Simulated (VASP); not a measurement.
Input of a VASP 6.6.1 run:

The input POSCAR:

```
SnSe
1.0
    0.0000000000      2.9485541872      2.9485541872
    2.9485541872      0.0000000000      2.9485541872
    2.9485541872      2.9485541872      0.0000000000
Sn Se
1 1
Direct
    0.0000000000      0.0000000000      0.0000000000
    0.5000000000      0.5000000000      0.5000000000
```

The input INCAR.step1:

```
PREC = Accurate
ENCUT = 520
ISMEAR = 0
SIGMA = 0.01
LREAL = F
LASPH = T
NELM = 100
NBANDS = 17
GGA = PE
ALGO = Normal
EDIFF = 1E-4
LWAVE = T
LCHARG = F
```

File INCAR.step2:

```
PREC = Accurate
ENCUT = 520
EDIFF = 1E-6
ISMEAR = 0
SIGMA = 0.01
LREAL = F
LASPH = T
NELM = 100
ALGO = Normal
ISIF = 2
LWAVE = F
LCHARG = F
METAGGA = R2SCAN
LMIXTAU = T
NBANDS = 17
ISTART = 1
```

File KPOINTS:

```
regular mesh
0
Gamma
  5 5 5
```

Potentials or basis: VASP PAW PBE potentials, release 64 (Sn_d, Se).

Run with:

```console
$ cat potpaw_PBE.64/Sn_d/POTCAR potpaw_PBE.64/Se/POTCAR > POTCAR
$ cp INCAR.step1 INCAR
$ mpirun -np 1 vasp_std > vasp.out
$ cp INCAR.step2 INCAR
$ mpirun -np 1 vasp_std > vasp.out
```

(1) What does it give for the pressure?

Results:

(1) 3.5 GPa.

Caveat: the PAW data sets were made with another functional, which shifts forces and pressure a little.
